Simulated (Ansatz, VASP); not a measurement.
# One calculation of Zn2SeS, two programs

INCAR

```
SYSTEM = Zn2SeS
ALGO     = Normal         ! electronic algorithm
EDIFF    = 1E-7           ! SCF threshold, eV
ENCUT    = 520            ! plane-wave cutoff, eV
ISIF     = 2              ! what is computed and relaxed
ISMEAR   = 0              ! smearing method
LASPH    = .TRUE.         ! aspherical terms in the spheres
LCHARG   = .FALSE.        ! write CHGCAR
LREAL    = .FALSE.        ! projectors in reciprocal space
LWAVE    = .FALSE.        ! write WAVECAR
NBANDS   = 26             ! bands
NELM     = 60             ! most SCF steps
PREC     = Accurate       ! precision mode
SIGMA    = 0.05           ! smearing width, eV
```

File KPOINTS:

```
k-points
0
G
  8 8 6
  0 0 0
```

POSCAR

```
Zn2SeS
1.0
    3.9092870600      0.0000000000      0.0000000000
    0.0000000000      3.9092870600      0.0000000000
    0.0000000000      0.0000000000      5.5221151400
Zn Se S
2 1 1
Direct
    0.5000000000      0.0000000000      0.7630636300
    0.0000000000      0.5000000000      0.2369363700
    0.0000000000      0.0000000000      0.5000000000
    0.5000000000      0.5000000000      0.0000000000
```

Input for Ansatz:

```yaml
crystal:
  lattice:
    - [3.90928706, 0.0, 0.0]
    - [0.0, 3.90928706, 0.0]
    - [0.0, 0.0, 5.52211514]
  atoms:
    - { symbol: Zn, position: [0.5, 0.0, 0.76306363] }
    - { symbol: Zn, position: [0.0, 0.5, 0.23693637] }
    - { symbol: Se, position: [0.0, 0.0, 0.5] }
    - { symbol: S, position: [0.5, 0.5, 0.0] }
basis:
  ecutwfc: 420
kpoints:
  mp_grid: { grid: [8, 8, 6] }
hamiltonian:
  xc: lda
scf:
  occupations: { method: gaussian, width: 0.05 }
output:
  forces: true
  stress: true
  eigenvalues: true
```

The cell comes from a database or a generator and needn't be the stable form of this composition.

Alike in both runs: task single point; functional LDA; k mesh 8 × 8 × 6; occupations gaussian, width 0.05 eV; no spin polarisation.

|  | VASP | Ansatz |
| --- | --- | --- |
| version | VASP 6.6.1 | Ansatz 0.2.0 |
| potentials or method | VASP PAW LDA potentials, release 64 (Zn, Se, S) | scalar-relativistic, plane waves, PAW |
| plane-wave cutoff (eV) | 520 | 420 |
| valence electrons in the cell | 36 | 46 |

```tsv
	VASP	Ansatz	Ansatz less VASP
gap on the k mesh at the Fermi level (eV)	1.40	1.37	-0.031
least direct gap on the mesh (eV)	1.40	1.37	-0.031
pressure (GPa)	-3.4	-3.6	-0.27
rms of the force components (eV/Å)	0.000	0.004	+0.0035
```

Atom by atom the forces differ by 0.004 eV/Å (rms over components). The two sets of potentials don't hold the same shells in valence.

Expect the measured gap to be larger: semilocal functionals such as LDA lack the derivative discontinuity.
